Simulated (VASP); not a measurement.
Given:

```
CsCl
1.0
    4.15896     0.00000     0.00000
    0.00000     4.15896     0.00000
    0.00000     0.00000     4.15896
Cs Cl
1 1
Direct
  0.00000   0.00000   0.00000
  0.50000   0.50000   0.50000
```

These are AM05 GGA, VASP's PBE PAW potentials (set 64) (plane waves; VASP 6.6.1) values and carry that method's errors. Settings: 520 eV cut-off, 7×7×7 Γ-centred mesh, tetrahedra with Blöchl corrections, potentials Cs_sv Cl.

Unless said otherwise, spin-orbit coupling is left out, though it shifts the bands of the heavy elements here.

### Question
Predict the energy per atom (σ→0), band gap (on the k-mesh) with the smallest direct gap where there is one.

### Answer

| Property | Result |
|---|---|
| band gap (on the k-mesh) | 5.11 eV |
| smallest direct gap (on the k-mesh) | 5.11 eV |
| energy per atom (σ→0) | -3.224 eV/atom |

The absolute energy has meaning only against runs of the same code, potentials and settings.

The compound is CsCl in the CsCl type structure. It was relaxed first.
